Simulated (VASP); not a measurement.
Computed with PBE GGA with D3 dispersion (Becke-Johnson damping), VASP's PBE PAW potentials (set 64) (plane waves; VASP 6.6.1).

VASP ran on this input.

### INCAR
```
ALGO = Normal
EDIFF = 1E-6
EDIFFG = -0.02
ENCUT = 520
GGA = PE
IBRION = 2
ISIF = 3
ISMEAR = 0
IVDW = 12
LASPH = .TRUE.
LCHARG = .FALSE.
LMAXMIX = 4
LREAL = .FALSE.
LWAVE = .FALSE.
NELM = 100
NSW = 60
PREC = Accurate
SIGMA = 0.05
SYSTEM = TiO2
```

File POSCAR:
```
TiO2
1
   -1.8978241049     1.8978241049     4.7802774078
    1.8978241049    -1.8978241049     4.7802774078
    1.8978241049     1.8978241049    -4.7802774078
Ti O
2 4
Direct
  0.7500000000   0.2500000000   0.5000000000
  0.0000000000   0.0000000000   0.0000000000
  0.5416814310   0.0416814310   0.5000000000
  0.7916814310   0.7916814310   0.0000000000
  0.2083185690   0.2083185690   0.0000000000
  0.9583185690   0.4583185690   0.5000000000
```

File KPOINTS:
```
kpoints
0
gamma
7 7 7
```

POTCAR, in this order: Ti_sv O (PBE.64 set). Program: vasp_std.

The resulting files:

### OSZICAR
```
       N       E                     dE             d eps       ncg     rms          rms(c)
DAV:   1     0.689473976605E+03    0.68947E+03   -0.25047E+04  2240   0.199E+03
DAV:   2     0.498165557765E+02   -0.63966E+03   -0.61912E+03  2472   0.581E+02
DAV:   3    -0.655542827817E+02   -0.11537E+03   -0.11286E+03  3452   0.217E+02
DAV:   4    -0.709090791348E+02   -0.53548E+01   -0.53497E+01  3068   0.497E+01
DAV:   5    -0.711398588505E+02   -0.23078E+00   -0.23072E+00  3144   0.830E+00    0.326E+01
DAV:   6    -0.543798398408E+02    0.16760E+02   -0.12083E+02  2888   0.104E+02    0.122E+01
DAV:   7    -0.539321633459E+02    0.44768E+00   -0.17388E+01  2944   0.329E+01    0.805E+00
DAV:   8    -0.540063926715E+02   -0.74229E-01   -0.41445E+00  2824   0.191E+01    0.398E+00
DAV:   9    -0.538391627816E+02    0.16723E+00   -0.15114E+00  3016   0.108E+01    0.104E+00
DAV:  10    -0.538509080751E+02   -0.11745E-01   -0.10318E-01  2584   0.249E+00    0.328E-01
DAV:  11    -0.538490823815E+02    0.18257E-02   -0.13119E-02  2832   0.734E-01    0.691E-02
DAV:  12    -0.538492659399E+02   -0.18356E-03   -0.11302E-03  3096   0.306E-01    0.888E-02
DAV:  13    -0.538492001000E+02    0.65840E-04   -0.40856E-04  3100   0.166E-01    0.117E-02
DAV:  14    -0.538492040832E+02   -0.39832E-05   -0.16627E-05  2984   0.307E-02    0.536E-03
DAV:  15    -0.538492043493E+02   -0.26608E-06   -0.16509E-06  1668   0.153E-02
   1 F= -.55188966E+02 E0= -.55188966E+02  d E =-.551890E+02
```

File OUTCAR:
```
------------------------ aborting loop because EDIFF is reached ----------------------------------------
 Edisp (eV)   -1.33976
  FORCE on cell =-STRESS in cart. coord.  units (eV):
  Direction    XX          YY          ZZ          XY          YZ          ZX
  --------------------------------------------------------------------------------------
  Total      -0.09357    -0.09357     0.11609     0.00000     0.00000     0.00000
  in kB      -2.17685    -2.17685     2.70071     0.00000     0.00000     0.00000
  external pressure =       -0.55 kB  Pullay stress =        0.00 kB
  volume of cell :       68.87
      direct lattice vectors                 reciprocal lattice vectors
    -1.897824105  1.897824105  4.780277408     0.000000000  0.263459611  0.104596440
     1.897824105 -1.897824105  4.780277408     0.263459611  0.000000000  0.104596440
     1.897824105  1.897824105 -4.780277408     0.263459611  0.263459611  0.000000000
 POSITION                                       TOTAL-FORCE (eV/Angst)
 -----------------------------------------------------------------------------------
     -0.00000      1.89782      2.39014        -0.000000     -0.000000     -0.000000
      0.00000      0.00000      0.00000        -0.000000     -0.000000     -0.000000
      0.00000      1.89782      0.39850        -0.000000      0.000000     -0.012411
      0.00000      0.00000      7.56891         0.000000     -0.000000     -0.012411
      0.00000      0.00000      1.99164         0.000000     -0.000000      0.012411
     -0.00000      1.89782      4.38178        -0.000000      0.000000      0.012411
 -----------------------------------------------------------------------------------
    total drift:                                0.000000     -0.000000     -0.000000
  FREE ENERGIE OF THE ION-ELECTRON SYSTEM (eV)
  ---------------------------------------------------
  free  energy   TOTEN  =       -55.1889656261 eV

  energy  without entropy=      -55.1889656261  energy(sigma->0) =      -55.18896563

 reached required accuracy - stopping structural energy minimisation
```
(Selected blocks of OUTCAR.)

The compound is TiO2 in the anatase structure, one of several forms; rutile is the usual stable one. It was relaxed first. The start is the result of an earlier pass.
